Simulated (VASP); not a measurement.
OSZICAR of a VASP run on Te (space group P3_121):

**OSZICAR**
```
       N       E                     dE             d eps       ncg     rms          rms(c)
DAV:   1     0.581406245315E+02    0.58141E+02   -0.47722E+03   832   0.705E+02
DAV:   2    -0.663125385864E+01   -0.64772E+02   -0.62111E+02  1121   0.132E+02
DAV:   3    -0.104490521618E+02   -0.38178E+01   -0.37994E+01   942   0.373E+01
DAV:   4    -0.105236552512E+02   -0.74603E-01   -0.74583E-01  1146   0.635E+00
DAV:   5    -0.105243158114E+02   -0.66056E-03   -0.66055E-03  1000   0.498E-01    0.122E+01
DAV:   6    -0.104913772966E+02    0.32939E-01   -0.22741E-02   852   0.972E-01    0.776E+00
DAV:   7    -0.104801616758E+02    0.11216E-01   -0.49389E-02   852   0.144E+00    0.320E-01
DAV:   8    -0.104791946080E+02    0.96707E-03   -0.89331E-03   842   0.597E-01    0.145E-01
DAV:   9    -0.104792196905E+02   -0.25082E-04   -0.23635E-04  1048   0.117E-01    0.863E-02
DAV:  10    -0.104792317108E+02   -0.12020E-04   -0.30275E-05  1028   0.386E-02    0.131E-02
DAV:  11    -0.104792272939E+02    0.44169E-05   -0.13899E-05   852   0.243E-02    0.513E-03
DAV:  12    -0.104792273747E+02   -0.80854E-07   -0.10228E-06   491   0.694E-03
   1 F= -.10479227E+02 E0= -.10479098E+02  d E =-.259209E-03
```

Which electronic solver shows in the log?

It is blocked Davidson (ALGO = Normal, or the opening steps of other solvers). The INCAR had ALGO = Normal.

Can the final energy be trusted as converged?

The calculation finished and met its thresholds. It stopped with EDIFF = 1E-6, NELM = 100 (PBEsol GGA, plane waves, VASP's PBE PAW potentials (set 64)).

The structure comes from a computed database's Te entry; how it stands against other phases isn't given here. The cell was not relaxed at this level. The run is one of a series of settings (GGA = PS against the base run), some of them coarse on purpose.
